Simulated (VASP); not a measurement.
An input for Ansatz (written as the equivalent of a VASP run, and not itself run):

Ansatz 0.2 input:
```yaml
crystal:
  lattice:
    - [3.5596431, 0.0000000, 0.0000000]
    - [0.0000000, 3.5596431, 0.0000000]
    - [0.0000000, 0.0000000, 5.1759143]
  atoms:
    - { symbol: Hf, position: [0.0000000, 0.0000000, 1.0000000] }
    - { symbol: Hf, position: [0.5000000, 0.5000000, 0.5000000] }
    - { symbol: O, position: [0.0000000, 0.5000000, 0.1971778] }
    - { symbol: O, position: [0.0000000, 0.5000000, 0.6971778] }
    - { symbol: O, position: [0.5000000, 0.0000000, 0.3028222] }
    - { symbol: O, position: [0.5000000, 1.0000000, 0.8028222] }
kpoints:
  mp_grid: { grid: [6, 6, 4] }
hamiltonian:
  xc: r2scan
  pseudopotentials: { kind: paw }
scf:
  occupations: { method: gaussian, width: 0.05 }
  max_iter: 100
relax:
  max_steps: 60
  f_tol: 0.02
  cell: {}
output: { forces: true, stress: true, eigenvalues: true }
```

Problem. Translate this input to VASP (INCAR, KPOINTS, POSCAR, choice of POTCAR).

Solution. Several could match; the one computed here: 
POSCAR:
```
HfO2
1
    3.5596431182     0.0000000000    -0.0000000000
    0.0000000000     3.5596431182     0.0000000000
    0.0000000000     0.0000000000     5.1759143480
Hf O
2 4
Direct
  0.0000000000   0.0000000000   1.0000000000
  0.5000000000   0.5000000000   0.5000000000
  0.0000000000   0.5000000000   0.1971777788
  0.0000000000   0.5000000000   0.6971777788
  0.5000000000   0.0000000000   0.3028222212
  0.5000000000   1.0000000000   0.8028222212
```

**KPOINTS**
```
Automatic mesh
0
Gamma
6 6 4
0 0 0
```

### INCAR
```
SYSTEM = HfO2
PREC = Accurate; ENCUT = 520; LREAL = F
LASPH = T
EDIFF = 1E-6; NELM = 100; ALGO = Normal
LMAXMIX = 6; LMIXTAU = T
ISMEAR = 0; SIGMA = 0.05
METAGGA = R2SCAN
IBRION = 2; NSW = 60; ISIF = 3
EDIFFG = -0.02
LWAVE = F; LCHARG = F
```

POTCAR, in this order: Hf_pv O (PBE.64 set). Program: vasp_std.

What does not carry over: each code has its own PAW files, so the cut-off isn't converted (ENCUT is set for VASP's; basis.ecutwfc is left out, and Ansatz then takes the one that its files recommend); Ansatz stops its SCF on the density residual and VASP on the energy change (EDIFF).

The structure was generated: HfO2 was put into the tetragonal-ZrO2 type (P4_2/nmc), which need not be its known phase. This run relaxes it. Symmetry was kept, so distortions that lower it aren't found. The start is the result of an earlier pass.
